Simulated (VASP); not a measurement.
Output of a VASP run:

OSZICAR:
```
       N       E                     dE             d eps       ncg     rms          rms(c)
DAV:   1     0.775288178907E+02    0.77529E+02   -0.74496E+03  8832   0.106E+03
DAV:   2    -0.120334288337E+02   -0.89562E+02   -0.80730E+02  8653   0.226E+02
DAV:   3    -0.146418478521E+02   -0.26084E+01   -0.25202E+01 10732   0.461E+01
DAV:   4    -0.146707667121E+02   -0.28919E-01   -0.28875E-01  9446   0.430E+00
DAV:   5    -0.146715905153E+02   -0.82380E-03   -0.82376E-03 11259   0.823E-01    0.197E+01
DAV:   6    -0.192916999547E+02   -0.46201E+01   -0.18766E+01  8930   0.874E+01    0.288E+01
DAV:   7    -0.141804230689E+02    0.51113E+01   -0.13441E+01 11036   0.988E+01    0.878E+00
DAV:   8    -0.139129777418E+02    0.26745E+00   -0.72412E-01 11412   0.128E+01    0.241E+00
DAV:   9    -0.138892400837E+02    0.23738E-01   -0.26108E-02 12869   0.238E+00    0.893E-01
DAV:  10    -0.138848691459E+02    0.43709E-02   -0.18045E-03 12455   0.690E-01    0.501E-01
DAV:  11    -0.138835652489E+02    0.13039E-02   -0.91914E-04 11850   0.322E-01    0.170E-01
DAV:  12    -0.138834050081E+02    0.16024E-03   -0.13654E-04 10915   0.127E-01    0.658E-02
DAV:  13    -0.138833980050E+02    0.70031E-05   -0.13349E-05 11388   0.430E-02    0.361E-02
DAV:  14    -0.138834022738E+02   -0.42688E-05   -0.31296E-05 10040   0.478E-02    0.120E-02
DAV:  15    -0.138834055742E+02   -0.33004E-05   -0.10477E-05  5968   0.239E-02    0.799E-03
DAV:  16    -0.138834085420E+02   -0.29679E-05   -0.13072E-05  6929   0.250E-02    0.655E-03
DAV:  17    -0.138834115389E+02   -0.29968E-05   -0.15904E-05  6955   0.265E-02    0.570E-03
DAV:  18    -0.138834158021E+02   -0.42632E-05   -0.56012E-05 10591   0.496E-02    0.593E-03
DAV:  19    -0.138834010079E+02    0.14794E-04   -0.10553E-03 11868   0.231E-01    0.137E-02
DAV:  20    -0.138834333087E+02   -0.32301E-04   -0.50585E-05 12563   0.537E-02    0.642E-03
DAV:  21    -0.138834389918E+02   -0.56832E-05   -0.37092E-05  8136   0.440E-02    0.455E-03
DAV:  22    -0.138834336617E+02    0.53302E-05   -0.34444E-04 12175   0.132E-01    0.807E-03
DAV:  23    -0.138834419128E+02   -0.82511E-05   -0.95791E-05 12538   0.671E-02    0.546E-03
DAV:  24    -0.138834426692E+02   -0.75642E-06   -0.13037E-04 11423   0.792E-02    0.558E-03
DAV:  25    -0.138834458696E+02   -0.32004E-05   -0.50872E-05 10415   0.490E-02    0.386E-03
DAV:  26    -0.138834489410E+02   -0.30714E-05   -0.52497E-06  6555   0.231E-02    0.296E-04
DAV:  27    -0.138834489574E+02   -0.16411E-07   -0.47424E-07  4445   0.609E-03
   1 F= -.13883449E+02 E0= -.13883797E+02  d E =0.104449E-02  mag=    -0.0000
```

File OUTCAR:
```
------------------------ aborting loop because EDIFF is reached ----------------------------------------
  FORCE on cell =-STRESS in cart. coord.  units (eV):
  Direction    XX          YY          ZZ          XY          YZ          ZX
  --------------------------------------------------------------------------------------
  Total       -4.3090295     -4.3090295     -3.7070321      0.0000000      0.0000000      0.0000000
  in kB     -237.0160833   -237.0160833   -203.9035088      0.0000000      0.0000000      0.0000000
  external PRESSURE =    -225.9785584 kB  Pullay stress =       0.0000000 kB
  volume of cell :       29.13
      direct lattice vectors                 reciprocal lattice vectors
     2.774400000  0.000000000  0.000000000     0.360438293  0.000000000  0.000000000
     0.000000000  2.774400000  0.000000000     0.000000000  0.360438293  0.000000000
     0.000000000  0.000000000  3.784200000     0.000000000  0.000000000  0.264256646
 POSITION                                       TOTAL-FORCE (eV/Angst)
 -----------------------------------------------------------------------------------
      0.00000      0.00000      0.00000         0.000000      0.000000      0.000000
      1.38720      1.38720      1.89210         0.000000      0.000000      0.000000
 -----------------------------------------------------------------------------------
    total drift:                                0.000000     -0.000000     -0.000000
  FREE ENERGIE OF THE ION-ELECTRON SYSTEM (eV)
  ---------------------------------------------------
  free  energy   TOTEN  =       -13.8834489574 eV

  energy  without entropy=      -13.8844934477  energy(sigma->0) =      -13.88379712

 total charge

# of ion       s       p       d       tot
------------------------------------------
    1        0.375   0.388   6.196   6.959
    2        0.686   0.604   7.918   9.208
--------------------------------------------------
tot          1.060   0.992  14.115  16.167

 magnetization (x)

# of ion       s       p       d       tot
------------------------------------------
    1        0.000   0.000   0.000   0.000
    2        0.000  -0.000  -0.000  -0.000
--------------------------------------------------
tot          0.000   0.000  -0.000  -0.000
```
(Selected blocks of OUTCAR.)

**POSCAR**
```
FePt
1
    2.7744000000     0.0000000000     0.0000000000
    0.0000000000     2.7744000000     0.0000000000
    0.0000000000     0.0000000000     3.7842000000
Fe Pt
1 1
Direct
  0.0000000000   0.0000000000   0.0000000000
  0.5000000000   0.5000000000   0.5000000000
```

Problem. Write an INCAR and KPOINTS that could have produced this output.

Solution. Several could match; the one computed here: the input of the run itself, PBE GGA, plane waves, VASP's PBE PAW potentials (set 64).

**KPOINTS**
```
Automatic mesh
0
Gamma
12 12 9
0 0 0
```

### INCAR
```
LORBIT = 10
EDIFF = 1E-6   # SCF stop (eV)
NUPDOWN = 0
MAGMOM = 3.0 0.0
PREC = Accurate
LWAVE = .False.
ALGO = Normal
LREAL = .False.   # projection in real space or not
LMAXMIX = 6
ISIF = 2
LCHARG = .False.
LASPH = .True.
ISMEAR = 1   # Methfessel-Paxton
GGA = PE
SYSTEM = FePt
SIGMA = 0.1   # width (eV)
ISPIN = 2   # spin-polarised
ENCUT = 400
NELM = 100   # most electronic steps
```

POTCAR, in this order: Fe Pt (PBE.64 set). Program: vasp_std.

The compound is FePt in the L1_0 structure. The cell was not relaxed at this level. The run is one of a series of settings (NUPDOWN = 0 against the base run), some of them coarse on purpose.
